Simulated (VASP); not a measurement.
A run of VASP 6.6.1 is set up as follows.

The input INCAR:

```
ALGO = Normal
EDIFF = 1E-6
ENCUT = 520
ISIF = 2
ISMEAR = 0
LASPH = T
LCHARG = F
LREAL = F
LWAVE = F
NBANDS = 12
NELM = 80
PREC = Accurate
SIGMA = 0.15
```

Contents of KPOINTS:

```
k-points
0
Gamma
  20 20 20
```

Contents of POSCAR:

```
In
1.0
   -1.8825252400      1.8825252400      1.8825252400
    1.8825252400     -1.8825252400      1.8825252400
    1.8825252400      1.8825252400     -1.8825252400
In
1
Direct
    0.0000000000      0.0000000000      0.0000000000
```

Potentials or basis: VASP PAW LDA potentials, release 64 (In_d).

The run is started by

```bash
$ cat potpaw_LDA.64/In_d/POTCAR > POTCAR
$ mpirun -np 1 vasp_std > vasp.out
```

(1) What does it give for the band gap on the k mesh?

(2) What does it give for the pressure?

Results:

(1) none (metal or under the smearing width).

(2) -2.9 GPa.
